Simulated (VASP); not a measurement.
# Li3ZrN2 (P4/mmm) in VASP: relaxation of cell and atoms with PBE

Aim: the relaxation of cell and atoms of Li3ZrN2 with PBE.

Program: VASP 6.6.1. These are calculated values, not measurements. Logs are shortened: lines on timing, memory, paths and dates and some standing lists are left out, and cuts for length are marked.

## (1) Starting point

The structure is tetragonal, space group P4/mmm (No. 123). The conventional cell has a = 4.378 Å, b = 4.378 Å, c = 4.065 Å, α = 90.00°, β = 90.00°, γ = 90.00°. Li (site symmetry mmm) has 2 N at 2.03 Å and 2 Li at 2.19 Å and 2 Zr at 2.19 Å as nearest neighbours. Around Li (site symmetry 4/mmm) lie 4 Li at 2.19 Å. Zr (site symmetry 4/mmm) has 4 Li at 2.19 Å as nearest neighbours. Around N (site symmetry mmm) lie 2 Li at 2.03 Å.

The cell was built by a generator and needn't be a form met in nature.

## (2) Relaxation of cell and atoms, PBE

Input file INCAR:

```
SYSTEM = Li3ZrN2
ALGO = Fast
EDIFF = 1E-4
EDIFFG = -0.08
ENCUT = 520
GGA = PE
IBRION = 2
ISIF = 3
ISMEAR = 0
KPAR = 2
LASPH = .TRUE.
LCHARG = .FALSE.
LREAL = .FALSE.
LWAVE = .FALSE.
NELM = 60
NSW = 24
PREC = Normal
SIGMA = 0.15
```

Input file KPOINTS:

```
k-points
0
G
  3 3 4
  0 0 0
```

Input file POSCAR:

```
Li3ZrN2
1.0
    4.3784605300      0.0000000000      0.0000000000
    0.0000000000      4.3784605300      0.0000000000
    0.0000000000      0.0000000000      4.0650959900
Li Zr N
3 1 2
Direct
    0.5000000000      0.0000000000      0.5000000000
    0.0000000000      0.5000000000      0.5000000000
    0.5000000000      0.5000000000      0.5000000000
    0.0000000000      0.0000000000      0.5000000000
    0.5000000000      0.0000000000      0.0000000000
    0.0000000000      0.5000000000      0.0000000000
```

Potentials or basis: VASP PAW PBE potentials, release 64 (Li_sv, Zr_sv, N).

Launch:

```
$ cat potpaw_PBE.64/Li_sv/POTCAR potpaw_PBE.64/Zr_sv/POTCAR potpaw_PBE.64/N/POTCAR > POTCAR
$ mpirun -np 2 vasp_std > vasp.out
```

OUTCAR:

```text
SYSTEM = Li3ZrN2
   EDIFF = 1E-4
   EDIFFG = -0.08
   ENCUT = 520
   GGA = PE
   IBRION = 2
   ISIF = 3
   ISMEAR = 0
   LASPH = .TRUE.
   LREAL = .FALSE.
   NELM = 60
   NSW = 24
   PREC = Normal

 ion  position               nearest neighbor table
   1  0.500  0.000  0.500-   5 2.03   5 2.03   3 2.19   4 2.19   3 2.19   4 2.19
   2  0.000  0.500  0.500-   6 2.03   6 2.03   3 2.19   4 2.19   4 2.19   3 2.19
   3  0.500  0.500  0.500-   1 2.19   2 2.19   1 2.19   2 2.19   4 3.10   4 3.10   4 3.10   4 3.10

   4  0.000  0.000  0.500-   1 2.19   2 2.19   2 2.19   1 2.19   3 3.10   3 3.10   3 3.10   3 3.10

   5  0.500  0.000  0.000-   1 2.03   1 2.03
   6  0.000  0.500  0.000-   2 2.03   2 2.03

  LATTYP: Found a simple tetragonal cell.
 ALAT       =     4.3784605300
 C/A-ratio  =     0.9284304294

  Lattice vectors:

 A1 = (   4.3784605300,   0.0000000000,   0.0000000000)
 A2 = (   0.0000000000,   4.3784605300,   0.0000000000)
 A3 = (   0.0000000000,   0.0000000000,   4.0650959900)

Analysis of symmetry for initial positions (statically):
=====================================================================
 Subroutine PRICEL returns:
 Original cell was already a primitive cell.

 Routine SETGRP: Setting up the symmetry group for a
 simple tetragonal supercell.

 Subroutine GETGRP returns: Found 16 space group operations
 (whereof 16 operations were pure point group operations)
 out of a pool of 16 trial point group operations.

The static configuration has the point symmetry D_4h.

Analysis of symmetry for dynamics (positions and initial velocities):
=====================================================================
 Subroutine PRICEL returns:
 Original cell was already a primitive cell.

 Routine SETGRP: Setting up the symmetry group for a
 simple tetragonal supercell.

 Subroutine GETGRP returns: Found 16 space group operations
 (whereof 16 operations were pure point group operations)
 out of a pool of 16 trial point group operations.

The dynamic configuration has the point symmetry D_4h.

 Subroutine INISYM returns: Found 16 space group operations
 (whereof 16 operations are pure point group operations),
 and found     1 'primitive' translations

----------------------------------------------------------------------------------------

                                     Primitive cell

  volume of cell :      77.9316

  direct lattice vectors                    reciprocal lattice vectors
     4.378460530  0.000000000  0.000000000     0.228390776  0.000000000  0.000000000
     0.000000000  4.378460530  0.000000000     0.000000000  0.228390776  0.000000000
     0.000000000  0.000000000  4.065095990     0.000000000  0.000000000  0.245996651

  length of vectors
     4.378460530  4.378460530  4.065095990     0.228390776  0.228390776  0.245996651

  position of ions in fractional coordinates (direct lattice)
     0.500000000  0.000000000  0.500000000
     0.000000000  0.500000000  0.500000000
     0.500000000  0.500000000  0.500000000
     0.000000000  0.000000000  0.500000000
     0.500000000  0.000000000  0.000000000
     0.000000000  0.500000000  0.000000000

  ion indices of the primitive-cell ions
   primitive index   ion index
                 1           1
                 2           2
                 3           3
                 4           4
                 5           5
                 6           6

----------------------------------------------------------------------------------------

 KPOINTS: k-points

Automatic generation of k-mesh.
 Grid dimensions read from file:
 generate k-points for:    3    3    4

 Generating k-lattice:

  Cartesian coordinates                     Fractional coordinates (reciprocal lattice)
     0.076130259  0.000000000  0.000000000     0.333333333  0.000000000  0.000000000
     0.000000000  0.076130259  0.000000000     0.000000000  0.333333333  0.000000000
     0.000000000  0.000000000  0.061499163     0.000000000  0.000000000  0.250000000

  Length of vectors
     0.076130259  0.076130259  0.061499163

  Shift w.r.t. Gamma in fractional coordinates (k-lattice)
     0.000000000  0.000000000  0.000000000

 Subroutine IBZKPT returns following result:
 ===========================================

 Found      9 irreducible k-points:

 Following reciprocal coordinates:
            Coordinates               Weight
  0.000000  0.000000  0.000000      1.000000
  0.333333  0.000000  0.000000      4.000000
  0.333333  0.333333  0.000000      4.000000
  0.000000  0.000000  0.250000      2.000000
  0.333333  0.000000  0.250000      8.000000
  0.333333  0.333333  0.250000      8.000000
  0.000000  0.000000  0.500000      1.000000
  0.333333  0.000000  0.500000      4.000000
  0.333333  0.333333  0.500000      4.000000
   k-points           NKPTS =      9   k-points in BZ     NKDIM =      9   number of bands    NBANDS=     19
   number of dos      NEDOS =    301   number of ions     NIONS =      6
   total plane-waves  NPLWV =  13824
   dimension x,y,z NGX =    24 NGY =   24 NGZ =   24
   dimension x,y,z NGXF=    48 NGYF=   48 NGZF=   48
   ions per type =               3   1   2
   NGX,Y,Z   is equivalent  to a cutoff of   9.11,  9.11,  9.82 a.u.
   NGXF,Y,Z  is equivalent  to a cutoff of  18.23, 18.23, 19.63 a.u.
 SYSTEM =  Li3ZrN2
   PREC   = normal    normal or accurate (medium, high low for compatibility)
   ISTART =      0    job   : 0-new  1-cont  2-samecut
   ICHARG =      2    charge: 1-file 2-atom 10-const
   ISPIN  =      1    spin polarized calculation?
   LNONCOLLINEAR =      F non collinear calculations
   LSORBIT =      F    spin-orbit coupling
   LASPH  =      T    aspherical Exc in radial PAW
   ENCUT  =  520.0 eV  38.22 Ry    6.18 a.u.   8.14  8.14  7.56*2*pi/ulx,y,z
   NELM   =     60;   NELMIN=  2; NELMDL= -5     # of ELM steps
   EDIFF  = 0.1E-03   stopping-criterion for ELM
   LREAL  =      F    real-space projection
   EDIFFG = -.8E-01   stopping-criterion for IOM
   NSW    =     24    number of steps for IOM
   IBRION =      2    ionic relax: 0-MD 1-quasi-New 2-CG
   NFREE  =      1    steps in history (QN), initial steepest desc. (CG)
   ISIF   =      3    stress and relaxation
   ISYM   =      2    0-nonsym 1-usesym 2-fastsym
   POTIM  = 0.5000    time-step for ionic-motion
   TEBEG  =    0.0;   TEEND  =   0.0 temperature during run
   PSTRESS=    0.0 pullay stress
   NELECT =      31.0000    total number of electrons
   NUPDOWN=      -1.0000    fix difference up-down
   EMIN   =  10.00;   EMAX   =-10.00  energy-range for DOS
   EFERMI =   0.00;   METHOD = LEGACY
   ISMEAR =     0;   SIGMA  =   0.15  broadening in eV -4-tet -1-fermi 0-gaus
   EFERMI_NEDOS =   21; number of points for ismear=-14 and -15
   IALGO  =     68    algorithm
   IMIX   =      4    mixing-type and parameters
     AMIX     =   0.40;   BMIX     =  1.00
     AMIX_MAG =   1.60;   BMIX_MAG =  1.00
  volume/ion in A,a.u.               =      12.99        87.65
  Fermi-wavevector in a.u.,A,eV,Ry     =   1.203994  2.275218 19.723012  1.449601
  Thomas-Fermi vector in A             =   2.339731
   LORBIT       =      0    0 simple, 1 ext, 2 COOP (PROOUT), +10 PAW based schemes
   GGA     = PE    functional components
   LHFCALC =     F    Hartree Fock is set to
   AEXX    =    0.0000 exact exchange contribution
   IVDW    =     0    specifies the selected vdW correction
   LEPSILON=     F    determine dielectric tensor
   LRPA    =     F    only Hartree local field effects (RPA)
 conjugate gradient relaxation of ions
 non-spin polarized calculation
 RMM-DIIS sequential band-by-band and
 Gauss-broadening in eV      SIGMA  =   0.15
  energy-cutoff  :      520.00
  volume of cell :       77.93
 maximum number of plane-waves:      2122
   NGX = 17   NGY = 17   NGZ = 15

--------------------------------------- Ionic step        1  -------------------------------------------

 number of electron      30.9999888 magnetization

 Free energy of the ion-electron system (eV)
  ---------------------------------------------------
  ext. energy  EPLUGINS =         0.00000000
  ---------------------------------------------------
  free energy    TOTEN  =       -21.96676086 eV

  energy without entropy =      -21.88128630  energy(sigma->0) =      -21.92402358

------------------------ aborting loop EDIFF was not reached (unconverged)  ----------------------------

  FORCE on cell =-STRESS in cart. coord.  units (eV):
  Direction    XX          YY          ZZ          XY          YZ          ZX
  --------------------------------------------------------------------------------------
  -------------------------------------------------------------------------------------
  Total       10.3334115     10.3334115    -25.0551970      0.0000000     -0.0000000      0.0000000
  in kB      212.4421177    212.4421177   -515.1037617      0.0000000     -0.0000000      0.0000000
  external PRESSURE =     -30.0731755 kB  Pullay stress =       0.0000000 kB

 VOLUME and BASIS-vectors are now :
 -----------------------------------------------------------------------------
  energy-cutoff  :      520.00
  volume of cell :       77.93
      direct lattice vectors                 reciprocal lattice vectors
     4.378460530  0.000000000  0.000000000     0.228390776  0.000000000  0.000000000
     0.000000000  4.378460530  0.000000000     0.000000000  0.228390776  0.000000000
     0.000000000  0.000000000  4.065095990     0.000000000  0.000000000  0.245996651
[... 161 lines left out ...]
 POSITION                                       TOTAL-FORCE (eV/Angst)
 -----------------------------------------------------------------------------------
      2.36927      4.73854      1.66092        -0.000000     -0.000000      0.000000
      4.73854      2.36927      1.66092         0.000000      0.000000      0.000000
      2.36927      2.36927      1.66092         0.000000      0.000000      0.000000
      4.73854      4.73854      1.66092        -0.000000     -0.000000      0.000000
      2.36927     -0.00000      3.32184         0.000000      0.000000      0.000000
     -0.00000      2.36927      3.32184         0.000000      0.000000      0.000000
 -----------------------------------------------------------------------------------
    total drift:                                0.000000     -0.000000      0.000000

  FREE ENERGIE OF THE ION-ELECTRON SYSTEM (eV)
  ---------------------------------------------------
  free  energy   TOTEN  =       -26.2807665345 eV

  energy  without entropy=      -26.2452298294  energy(sigma->0) =      -26.26299818

--------------------------------------- Ionic step        6  -------------------------------------------

 number of electron      31.0000253 magnetization

 Free energy of the ion-electron system (eV)
  ---------------------------------------------------
  ext. energy  EPLUGINS =         0.00000000
  ---------------------------------------------------
  free energy    TOTEN  =       -26.28213536 eV

  energy without entropy =      -26.24636933  energy(sigma->0) =      -26.26425235

 E-fermi :   4.5499     XC(G=0):  -9.7872

 val. band max:        4.5405248507   @ k =   0.3333   0.3333   0.5000
 cond. band min:       4.5942743318   @ k =   0.0000   0.0000   0.0000
 fundamental gap:      0.0537494810
 Fermi energy:         4.5498939102

 k-point     1 :       0.0000    0.0000    0.0000
  band No.  band energies     occupation
      1     -45.6428      2.00000
      2     -42.1855      2.00000
      3     -39.8928      2.00000
      4     -39.8862      2.00000
      5     -23.7121      2.00000
      6     -23.7121      2.00000
[... 11 lines left out ...]
     18       5.1130      0.00000
     19       5.6040      0.00000
[... 196 lines left out ...]
 POSITION                                       TOTAL-FORCE (eV/Angst)
 -----------------------------------------------------------------------------------
      2.36719     -0.00000      1.65632         0.000000      0.000000      0.000000
     -0.00000      2.36719      1.65632        -0.000000     -0.000000      0.000000
      2.36719      2.36719      1.65632         0.000000      0.000000      0.000000
     -0.00000     -0.00000      1.65632        -0.000000     -0.000000      0.000000
      2.36719      0.00000      0.00000         0.000000      0.000000      0.000000
      0.00000      2.36719      0.00000         0.000000      0.000000      0.000000
 -----------------------------------------------------------------------------------
    total drift:                                0.000000      0.000000      0.000000

  FREE ENERGIE OF THE ION-ELECTRON SYSTEM (eV)
  ---------------------------------------------------
  free  energy   TOTEN  =       -26.2821353639 eV

  energy  without entropy=      -26.2463693267  energy(sigma->0) =      -26.26425235

 reached required accuracy - stopping structural energy minimisation
```

Wall time 87 s (2 MPI ranks of Intel Xeon Platinum 8559C (Emerald Rapids), shared host); peak memory 0.15 GiB.

These settings aren't checked as converged: the numbers below hold their error.

Results:

* Free energy: -26.2821 eV
* Relaxed volume: 12.38 Å³/atom
* Relaxed cell: a = 4.734 Å, b = 4.734 Å, c = 3.313 Å, α = 90.00°, β = 90.00°, γ = 90.00°
* Space group after relaxing (to 0.05 Å): P4/mmm (No. 123)
* Energy gained by relaxing: 719.2 meV/atom
* Ionic steps: 6
* Band gap on the k mesh: none (metal or under the smearing width)

Caveat: the k mesh is coarse (spacing up to 0.48 Å⁻¹), so the values aren't converged; the cutoff is under 1.25 times the usual one of these potentials, so pressure, stress and relaxed cells hold a basis-set (Pulay) error.
